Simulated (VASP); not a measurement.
An input for Ansatz (written as the equivalent of a VASP run, and not itself run):

Ansatz 0.2 input:
```yaml
crystal:
  lattice:
    - [6.1245011, 0.0000000, 0.0000000]
    - [0.0000000, 6.1245011, 0.0000000]
    - [0.0000000, 0.0000000, 6.1245011]
  atoms:
    - { symbol: Cd, position: [0.0058977, 0.9941023, 0.9941023] }
    - { symbol: Cd, position: [0.4941023, 0.5058977, 0.9941023] }
    - { symbol: Cd, position: [0.4941023, 0.9941023, 0.5058977] }
    - { symbol: Cd, position: [0.0058977, 0.5058977, 0.5058977] }
    - { symbol: Se, position: [0.2500000, 0.2500000, 0.2500000] }
    - { symbol: Se, position: [0.7500000, 0.7500000, 0.2500000] }
    - { symbol: Se, position: [0.7500000, 0.2500000, 0.7500000] }
    - { symbol: S, position: [0.2500000, 0.7500000, 0.7500000] }
kpoints:
  mp_grid: { grid: [4, 4, 4] }
hamiltonian:
  xc: pbe
  pseudopotentials: { kind: paw }
scf:
  occupations: { method: gaussian, width: 0.05 }
  max_iter: 100
output: { forces: true, stress: true, eigenvalues: true }
```

Question: Write the VASP files for the same calculation (PBE).

Answer: Several could match; the one computed here: 
**KPOINTS**
```
Automatic mesh
0
Gamma
4 4 4
0 0 0
```

### INCAR
```
# general
SYSTEM  = Cd4SSe3
PREC    = Accurate
ENCUT   = 400   # plane-wave cut-off (eV)
LREAL   = .False.   # projection in real space or not
LASPH   = .True.   # aspherical one-centre terms

# electronic loop
EDIFF   = 1E-6
NELM    = 100   # most electronic steps
ALGO    = Normal
LMAXMIX = 4

# smearing
ISMEAR  = 0
SIGMA   = 0.05   # width (eV)

# functional
GGA     = PE   # PBE

# output
LWAVE   = .False.
LCHARG  = .True.
```

### POSCAR
```
Cd4SSe3
1
    6.1245011387    -0.0000000000     0.0000000000
    0.0000000000     6.1245011387     0.0000000000
   -0.0000000000    -0.0000000000     6.1245011387
Cd Se S
4 3 1
Direct
  0.0058977139   0.9941022861   0.9941022861
  0.4941022861   0.5058977139   0.9941022861
  0.4941022861   0.9941022861   0.5058977139
  0.0058977139   0.5058977139   0.5058977139
  0.2500000000   0.2500000000   0.2500000000
  0.7500000000   0.7500000000   0.2500000000
  0.7500000000   0.2500000000   0.7500000000
  0.2500000000   0.7500000000   0.7500000000
```

POTCAR, in this order: Cd Se S (PBE.64 set). Program: vasp_std.

The two are equivalent in intent, not identical: each code has its own PAW files, so the cut-off isn't converted (ENCUT is set for VASP's; basis.ecutwfc is left out, and Ansatz then takes the one that its files recommend); Ansatz stops its SCF on the density residual and VASP on the energy change (EDIFF).

The structure was generated: Cd4SSe3 was put into an ordered model structure (P-43m), which need not be its known phase. It was relaxed first, which changed the volume by +7 %.
